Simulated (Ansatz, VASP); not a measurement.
# WSe2: VASP beside Ansatz

Wanted: the spread between two codes on one cell, functional and k mesh. The cell is taken from a series of runs on this material, whose earlier steps may have relaxed, scaled, displaced or heated it; both programs get it as it stands.

Method: plane waves, with VASP 6.6.1 beside it; dielectric response at PBEsol, in Ansatz 0.2.0.

## (1) Starting point

It takes space group P6_3/mmc (No. 194, hexagonal). Conventional cell: a = 3.231 Å, b = 3.231 Å, c = 12.413 Å, α = 90.00°, β = 90.00°, γ = 120.00°. Nearest to W lie 6 Se at 2.51 Å. Nearest to Se lie 3 W at 2.51 Å. Farther neighbours and most contacts between anions are not listed.

Structure file:

```xyz
6
Lattice="3.2306 0.0000 0.0000 -1.6153 2.7978 0.0000 0.0000 0.0000 12.4129" Properties=species:S:1:pos:R:3 pbc="T T T"
W     0.0000    1.8652    3.1032
W     1.6153    0.9326    9.3097
Se    0.0000    1.8652    7.6286
Se    1.6153    0.9326    1.4222
Se    0.0000    1.8652   10.9908
Se    1.6153    0.9326    4.7843
```

## (2) VASP: dielectric response, PBEsol

The response to a field tests empty states and converges slowly with the mesh.

Lines of VASP's logs that name or quote its potential files are left out, and so is its time.

Input file INCAR:

```
SYSTEM = WSe2
PREC = Accurate
ENCUT = 520
EDIFF = 1E-08
NELM = 120
ISMEAR = 0
SIGMA = 0.01
LREAL = .FALSE.
ALGO = Normal
GGA = PS
NBANDS = 24
LASPH = .TRUE.
LORBIT = 11
LWAVE = .FALSE.
LCHARG = .FALSE.
ISIF = 2
LEPSILON = .TRUE.
GGA_COMPAT = .FALSE.
EFERMI = MIDGAP
KPAR = 2
```

Input file POSCAR:

```
WSe2
1.0
    3.2305812555      0.0000000000      0.0000000000
   -1.6152906278      2.7977654363      0.0000000000
    0.0000000000      0.0000000000     12.4129438186
W Se
2 4
Direct
    0.3333333333      0.6666666667      0.2500000000
    0.6666666667      0.3333333333      0.7500000000
    0.3333333333      0.6666666667      0.6145721232
    0.6666666667      0.3333333333      0.1145721232
    0.3333333333      0.6666666667      0.8854278768
    0.6666666667      0.3333333333      0.3854278768
```

Input file KPOINTS:

```
Automatic mesh
0
Gamma
8 8 2
0 0 0
```

PAW data sets: W and Se (PBE family, release 64).

Command:

```console
$ mpirun -np 2 vasp_std
```

Numbers of over 12 decimals in the logs are rounded to 6 here.

Output:

```text
[banner, memory and clock lines left out]
running    2 mpi-ranks, on    1 nodes
 distrk:  each k-point on    1 cores,    2 groups
 distr:  one band on    1 cores,    1 groups

 POSCAR found type information on POSCAR W Se
 POSCAR found :  2 types and       6 ions
|                                                                             |
|               ----> ADVICE to this user running VASP <----                  |
|                                                                             |
|     You enforced a specific xc type in the INCAR file but a different       |
|     [... a line on the potential file left out ...]
|     I HOPE YOU KNOW WHAT YOU ARE DOING!                                     |
|                                                                             |

 LDA part: xc-table for (Slater+PW92), standard interpolation
 POSCAR, INCAR and KPOINTS ok, starting setup
 FFT: planning ... GRIDC
 FFT: planning ... GRID_SOFT
 FFT: planning ... GRID
 WAVECAR not read
 entering main loop
       N       E                     dE             d eps       ncg     rms          rms(c)
DAV:   1     0.188219251200E+03    0.18822E+03   -0.16032E+04   960   0.133E+03
DAV:   2    -0.328592137914E+02   -0.22108E+03   -0.21247E+03  1312   0.270E+02
DAV:   3    -0.482159498757E+02   -0.15357E+02   -0.15227E+02  1296   0.688E+01
DAV:   4    -0.484854918274E+02   -0.26954E+00   -0.26866E+00  1248   0.101E+01
DAV:   5    -0.484923063431E+02   -0.68145E-02   -0.68045E-02  1312   0.136E+00    0.339E+01
DAV:   6    -0.470040139879E+02    0.14883E+01   -0.62892E+00  1448   0.122E+01    0.140E+01
DAV:   7    -0.467550421113E+02    0.24897E+00   -0.37400E+00  1296   0.994E+00    0.768E+00
DAV:   8    -0.465739926256E+02    0.18105E+00   -0.60532E-01  1296   0.472E+00    0.676E-01
DAV:   9    -0.465726080889E+02    0.13845E-02   -0.61690E-02  1280   0.133E+00    0.403E-01
DAV:  10    -0.465715696060E+02    0.10385E-02   -0.63736E-03  1272   0.464E-01    0.222E-01
DAV:  11    -0.465714934492E+02    0.76157E-04   -0.90000E-04  1200   0.157E-01    0.125E-01
DAV:  12    -0.465714480309E+02    0.45418E-04   -0.30204E-04  1328   0.103E-01    0.446E-02
DAV:  13    -0.465714494442E+02   -0.14133E-05   -0.16206E-05  1200   0.241E-02    0.157E-02
DAV:  14    -0.465714491637E+02    0.28051E-06   -0.39825E-06  1360   0.101E-02    0.533E-03
DAV:  15    -0.465714492760E+02   -0.11232E-06   -0.39642E-07  1384   0.422E-03    0.189E-03
DAV:  16    -0.465714491911E+02    0.84885E-07   -0.62806E-08  1224   0.135E-03    0.366E-04
DAV:  17    -0.465714492009E+02   -0.97909E-08   -0.91570E-09   824   0.650E-04
   1 F= -.46571449E+02 E0= -.46571449E+02  d E =0.000000E+00
 Linear response reoptimize wavefunctions to high precision
DAV:   1    -0.465714491953E+02    0.55873E-08   -0.40163E-09   944   0.290E-04
DAV:   2    -0.465714491954E+02   -0.75943E-10   -0.33726E-10   736   0.117E-04
 Linear response G [H, r] |phi>, progress :
  Direction:   1
       N       E                     dE             d eps       ncg     rms
RMM:   1    -0.210073865556E+03   -0.21007E+03   -0.99584E+01  2477   0.952E+01
RMM:   2    -0.163495295455E+03    0.46579E+02   -0.30197E+01  1606   0.284E+01
RMM:   3    -0.164180709420E+03   -0.68541E+00   -0.23875E+00  1693   0.446E+00
RMM:   4    -0.164224996118E+03   -0.44287E-01   -0.80012E-02  1739   0.910E-01
RMM:   5    -0.164227039692E+03   -0.20436E-02   -0.48665E-03  1758   0.202E-01
RMM:   6    -0.164227210380E+03   -0.17069E-03   -0.13379E-04  1774   0.497E-02
RMM:   7    -0.164227222246E+03   -0.11866E-04    0.22579E-04  1830   0.138E-02
RMM:   8    -0.164227225657E+03   -0.34106E-05    0.30322E-04  1830   0.458E-03
RMM:   9    -0.164227228346E+03   -0.26899E-05   -0.67715E-07  1801   0.228E-03
RMM:  10    -0.164227223644E+03    0.47027E-05   -0.22829E-04  1684   0.162E-03
RMM:  11    -0.164227226147E+03   -0.25034E-05   -0.46492E-05  1527   0.139E-03
RMM:  12    -0.164227227335E+03   -0.11884E-05    0.34231E-05  1394   0.135E-03
RMM:  13    -0.164227227048E+03    0.28793E-06    0.15043E-05  1313   0.133E-03
RMM:  14    -0.164227226967E+03    0.81002E-07    0.97054E-06  1284   0.133E-03
 Linear response G [H, r] |phi>, progress :
  Direction:   2
       N       E                     dE             d eps       ncg     rms
RMM:   1    -0.225421533279E+03   -0.22542E+03   -0.35691E+02  2458   0.930E+01
RMM:   2    -0.178421158801E+03    0.47000E+02   -0.27881E+01  1631   0.271E+01
RMM:   3    -0.179286071671E+03   -0.86491E+00   -0.26981E+00  1701   0.431E+00
RMM:   4    -0.179335240991E+03   -0.49169E-01   -0.10720E-01  1727   0.920E-01
RMM:   5    -0.179337144432E+03   -0.19034E-02   -0.84103E-03  1767   0.215E-01
RMM:   6    -0.179337332347E+03   -0.18792E-03   -0.92973E-04  1773   0.525E-02
RMM:   7    -0.179337347382E+03   -0.15034E-04   -0.47535E-04  1825   0.151E-02
[...]
RMM:   2    -0.172786025203E+03    0.61704E+02   -0.33593E+01  1539   0.271E+01
RMM:   3    -0.173727403498E+03   -0.94138E+00   -0.29236E+00  1687   0.421E+00
RMM:   4    -0.173776958373E+03   -0.49555E-01   -0.12361E-01  1709   0.794E-01
RMM:   5    -0.173779000257E+03   -0.20419E-02   -0.79428E-03  1738   0.190E-01
RMM:   6    -0.173779175723E+03   -0.17547E-03   -0.69115E-04  1752   0.463E-02
RMM:   7    -0.173779190593E+03   -0.14870E-04   -0.39759E-05  1795   0.133E-02
[...]
RMM:  10    -0.488392151682E+01    0.11096E-07   -0.91790E-07  1118   0.257E-04
RMM:  11    -0.488392153174E+01   -0.14923E-07   -0.23570E-06  1024   0.239E-04
RMM:  12    -0.488392153382E+01   -0.20778E-08   -0.12498E-07   934   0.228E-04
RMM:  13    -0.488392153734E+01   -0.35251E-08   -0.29643E-06   920   0.227E-04
RMM:  14    -0.488392153865E+01   -0.13038E-08   -0.11204E-06   906   0.229E-04
 change of polarisation eV/A/(eV/A) component  2 :    -1.085     9.768    -0.000
 dielectric tensor                  component  2 :    -1.751    16.754    -0.000
 Linear response to external field (no local field effect), progress :
  Direction:   3
       N       E                     dE             d eps       ncg     rms          rms(c)
RMM:   1    -0.357143066924E+01   -0.35714E+01   -0.18739E+01  1881   0.828E+00
RMM:   2    -0.375646721278E+01   -0.18504E+00   -0.15748E-01  1542   0.161E+00
RMM:   3    -0.376105420869E+01   -0.45870E-02   -0.61413E-03  1643   0.254E-01
RMM:   4    -0.376132701038E+01   -0.27280E-03   -0.51429E-04  1682   0.520E-02
RMM:   5    -0.376134776306E+01   -0.20753E-04   -0.44096E-05  1729   0.126E-02
RMM:   6    -0.376134899595E+01   -0.12329E-05   -0.38944E-06  1540   0.317E-03
RMM:   7    -0.376134907493E+01   -0.78986E-07   -0.88152E-07  1393   0.941E-04
RMM:   8    -0.376134907900E+01   -0.40671E-08   -0.32632E-07  1179   0.370E-04
RMM:   9    -0.376134907531E+01    0.36926E-08   -0.77766E-06  1088   0.236E-04
RMM:  10    -0.376134907943E+01   -0.41189E-08    0.19158E-06   995   0.204E-04
RMM:  11    -0.376134908047E+01   -0.10452E-08   -0.92935E-08   910   0.196E-04
 change of polarisation eV/A/(eV/A) component  3 :     0.000    -0.000     7.523
 dielectric tensor                  component  3 :     0.000    -0.000    13.133
 Linear response to external field, progress :
  Direction:   1
       N       E                     dE             d eps       ncg     rms          rms(c)
RMM:   1    -0.464164974970E+01   -0.46416E+01   -0.28081E+01  3919   0.866E+00
RMM:   2    -0.483820902174E+01   -0.19656E+00   -0.24131E-01  3288   0.183E+00    0.360E+00
RMM:   3    -0.471491407712E+01    0.12329E+00   -0.10904E-01  3566   0.153E+00    0.202E+00
RMM:   4    -0.485299543446E+01   -0.13808E+00   -0.12210E-01  3463   0.158E+00    0.292E-01
RMM:   5    -0.488112170356E+01   -0.28126E-01   -0.43428E-03  3610   0.311E-01    0.387E-02
RMM:   6    -0.487693477528E+01    0.41869E-02   -0.23795E-04  3649   0.482E-02    0.148E-02
RMM:   7    -0.487664710919E+01    0.28767E-03   -0.32342E-05  3667   0.155E-02    0.604E-03
RMM:   8    -0.487719293063E+01   -0.54582E-03    0.20969E-05  3694   0.642E-03    0.174E-03
RMM:   9    -0.487741990866E+01   -0.22698E-03    0.15435E-06  3655   0.282E-03    0.811E-04
RMM:  10    -0.487740535633E+01    0.14552E-04    0.61773E-06  3701   0.139E-03    0.132E-04
RMM:  11    -0.487739842797E+01    0.69284E-05    0.82379E-07  3763   0.401E-04    0.643E-05
RMM:  12    -0.487739909008E+01   -0.66211E-06    0.67445E-07  3132   0.250E-04    0.163E-05
RMM:  13    -0.487739989731E+01   -0.80722E-06    0.35481E-07  2253   0.198E-04    0.326E-06
 change of polarisation eV/A/(eV/A) component  1 :     9.239    -0.401    -0.000
 dielectric tensor                  component  1 :    15.901    -0.647    -0.000
 Linear response to external field, progress :
  Direction:   2
       N       E                     dE             d eps       ncg     rms          rms(c)
RMM:   1    -0.464466845997E+01   -0.46447E+01   -0.28111E+01  3915   0.866E+00
RMM:   2    -0.483865946011E+01   -0.19399E+00   -0.23437E-01  3316   0.183E+00    0.360E+00
RMM:   3    -0.471494168416E+01    0.12372E+00   -0.10829E-01  3514   0.153E+00    0.202E+00
RMM:   4    -0.485297836806E+01   -0.13804E+00   -0.12188E-01  3444   0.158E+00    0.292E-01
RMM:   5    -0.487946171149E+01   -0.26483E-01   -0.44416E-03  3610   0.308E-01    0.482E-02
RMM:   6    -0.487805130332E+01    0.14104E-02   -0.20243E-04  3675   0.582E-02    0.187E-02
RMM:   7    -0.487641923970E+01    0.16321E-02   -0.14192E-05  3682   0.176E-02    0.818E-03
RMM:   8    -0.487723432447E+01   -0.81508E-03   -0.27200E-06  3663   0.817E-03    0.164E-03
RMM:   9    -0.487738202594E+01   -0.14770E-03    0.36643E-08  3724   0.229E-03    0.671E-04
RMM:  10    -0.487740325907E+01   -0.21233E-04   -0.21925E-06  3726   0.986E-04    0.220E-04
RMM:  11    -0.487740441340E+01   -0.11543E-05   -0.21698E-06  3783   0.467E-04    0.821E-05
RMM:  12    -0.487740391740E+01    0.49600E-06   -0.25874E-06  3270   0.251E-04    0.261E-05
RMM:  13    -0.487740276881E+01    0.11486E-05   -0.22048E-06  2401   0.198E-04    0.656E-06
 change of polarisation eV/A/(eV/A) component  2 :    -0.394     9.239     0.000
 dielectric tensor                  component  2 :    -0.636    15.901     0.000
 Linear response to external field, progress :
  Direction:   3
       N       E                     dE             d eps       ncg     rms          rms(c)
RMM:   1    -0.357143066924E+01   -0.35714E+01   -0.18739E+01  1881   0.828E+00
RMM:   2    -0.375646760849E+01   -0.18504E+00   -0.15749E-01  1539   0.161E+00    0.423E+00
RMM:   3    -0.286997102670E+01    0.88650E+00   -0.27718E+00  1559   0.499E+00    0.184E+00
RMM:   4    -0.290906356175E+01   -0.39093E-01   -0.38550E-01  1691   0.166E+00    0.895E-01
RMM:   5    -0.294644206637E+01   -0.37379E-01   -0.56617E-02  1631   0.862E-01    0.258E-01
RMM:   6    -0.295756938047E+01   -0.11127E-01   -0.76373E-03  1673   0.279E-01    0.109E-01
RMM:   7    -0.296366286408E+01   -0.60935E-02   -0.12858E-03  1740   0.123E-01    0.298E-02
RMM:   8    -0.296224583593E+01    0.14170E-02   -0.92325E-05  1747   0.276E-02    0.115E-02
RMM:   9    -0.296231768991E+01   -0.71854E-04   -0.12394E-05  1768   0.862E-03    0.459E-03
RMM:  10    -0.296227934238E+01    0.38348E-04    0.96093E-06  1763   0.393E-03    0.721E-04
RMM:  11    -0.296228893683E+01   -0.95944E-05    0.18602E-05  1816   0.965E-04    0.355E-04
RMM:  12    -0.296230050888E+01   -0.11572E-04   -0.79528E-06  1778   0.588E-04    0.885E-05
RMM:  13    -0.296229970167E+01    0.80721E-06    0.15630E-05  1637   0.243E-04    0.200E-05
RMM:  14    -0.296229946958E+01    0.23208E-06   -0.72157E-07  1036   0.144E-04    0.109E-05
RMM:  15    -0.296229831176E+01    0.11578E-05    0.93764E-06   989   0.144E-04    0.228E-06
 change of polarisation eV/A/(eV/A) component  3 :     0.000    -0.000     5.658
 dielectric tensor                  component  3 :     0.000    -0.000    10.125
 Born effective charges drift removed
```

Parts of OUTCAR (step 2):

```text
ion  position               nearest neighbor table
   1  0.333  0.667  0.250-   4 2.51   6 2.51   4 2.51   6 2.51   4 2.51   6 2.51
   2  0.667  0.333  0.750-   3 2.51   5 2.51   3 2.51   5 2.51   3 2.51   5 2.51
   3  0.333  0.667  0.615-   2 2.51   2 2.51   2 2.51
   4  0.667  0.333  0.115-   1 2.51   1 2.51   1 2.51
   5  0.333  0.667  0.885-   2 2.51   2 2.51   2 2.51
   6  0.667  0.333  0.385-   1 2.51   1 2.51   1 2.51

  LATTYP: Found a hexagonal cell.
 ALAT       =     3.2305812555
 C/A-ratio  =     3.8423252155

 Subroutine GETGRP returns: Found 24 space group operations
 (whereof 12 operations were pure point group operations)

The static configuration has the point symmetry D_3d.
 The point group associated with its full space group is D_6h.

 Found     20 irreducible k-points:

   k-points           NKPTS =     20   k-points in BZ     NKDIM =     20   number of bands    NBANDS=     24

   dimension x,y,z NGX =    24 NGY =   24 NGZ =   96
   dimension x,y,z NGXF=    48 NGYF=   48 NGZF=  192

   ENCUT  =  520.0 eV  38.22 Ry    6.18 a.u.   6.01  6.01 23.08*2*pi/ulx,y,z

   NELECT =      36.0000    total number of electrons

 k-points in reciprocal lattice and weights: Automatic mesh
   0.00000000  0.00000000  0.00000000       0.008
   0.12500000  0.00000000  0.00000000       0.047
   0.25000000  0.00000000  0.00000000       0.047
   0.37500000  0.00000000  0.00000000       0.047
   0.50000000  0.00000000  0.00000000       0.023
   0.12500000  0.12500000  0.00000000       0.047
   0.25000000  0.12500000  0.00000000       0.094
   0.37500000  0.12500000  0.00000000       0.094
   0.25000000  0.25000000  0.00000000       0.047
[...]
0.25000000  0.25000000  0.50000000       0.047
   0.37500000  0.25000000  0.50000000       0.047

 average (electrostatic) potential at core
       1 -39.5414       2 -39.5414       3 -52.3809       4 -52.3809       5 -52.3809
       6 -52.3809

  Total        2.7603882      2.7603882      2.9096425     -0.0000000     -0.0000000     -0.0000000
  in kB       39.4197612     39.4197612     41.5511891     -0.0000000     -0.0000000     -0.0000000
  external PRESSURE =      40.1302372 kB  Pullay stress =       0.0000000 kB

  energy-cutoff  :      520.00
  volume of cell :      112.19
      direct lattice vectors                 reciprocal lattice vectors
     3.230581256  0.000000000  0.000000000     0.309541820  0.178714053  0.000000000
    -1.615290628  2.797765436  0.000000000     0.000000000  0.357428106  0.000000000
     0.000000000  0.000000000 12.412943819     0.000000000  0.000000000  0.080561067

 POSITION                                       TOTAL-FORCE (eV/Angst)
 -----------------------------------------------------------------------------------
     -0.00000      1.86518      3.10324         0.000000      0.000000     -0.000000
      1.61529      0.93259      9.30971         0.000000      0.000000     -0.000000
     -0.00000      1.86518      7.62865         0.000000     -0.000000      0.024378
      1.61529      0.93259      1.42218        -0.000000      0.000000      0.024378
     -0.00000      1.86518     10.99077         0.000000     -0.000000     -0.024378
      1.61529      0.93259      4.78429        -0.000000      0.000000     -0.024378
 -----------------------------------------------------------------------------------
    total drift:                               -0.000000      0.000000     -0.000000

 MACROSCOPIC STATIC DIELECTRIC TENSOR (including local field effects in DFT)
 ------------------------------------------------------
          15.901186    -0.000000    -0.000000
          -0.000000    15.901186     0.000000
          -0.000000     0.000000    10.125278
 ------------------------------------------------------

 PIEZOELECTRIC TENSOR (including local field effects)  for field in x, y, z        (C/m^2)
          XX          YY          ZZ          XY          YZ          ZX
  --------------------------------------------------------------------------------
  x     0.00000     0.00000     0.00000     0.00000     0.00000     0.00000
  y     0.00000     0.00000     0.00000     0.00000     0.00000     0.00000
  z     0.00000     0.00000     0.00000     0.00000     0.00000     0.00000

 BORN EFFECTIVE CHARGES (including local field effects) (in |e|, cummulative output)
 ---------------------------------------------------------------------------------
 ion    1
    1    -1.43242     0.00000     0.00000
    2     0.00000    -1.43242     0.00000
    3    -0.00000     0.00000    -1.05169
 ion    2
    1    -1.43242     0.00000     0.00000
    2     0.00000    -1.43242     0.00000
    3     0.00000     0.00000    -1.05169
 ion    3
    1     0.71621    -0.00000     0.00000
    2    -0.00000     0.71621    -0.00000
    3     0.00000    -0.00000     0.52585
 ion    4
    1     0.71621    -0.00000     0.00000
    2    -0.00000     0.71621     0.00000
    3    -0.00000     0.00000     0.52585
 ion    5
    1     0.71621    -0.00000     0.00000
    2    -0.00000     0.71621     0.00000
    3    -0.00000     0.00000     0.52585
 ion    6
    1     0.71621    -0.00000     0.00000
    2    -0.00000     0.71621    -0.00000
    3     0.00000    -0.00000     0.52585
```

(Part 1 of 2 ends here.)

[Lines on the potential files, build, host, timing and source positions are cut from VASP's logs without a mark.]

[Logs are printed without paths, hosts, clocks, repeated set-up lines and the standing remarks that a program may print on its own settings, such as how far it seeks lower states.]

[Hosts, paths, dates, database ids (printed as entryN), source tags and the programs' standing remarks are cut or masked in the printed files.]
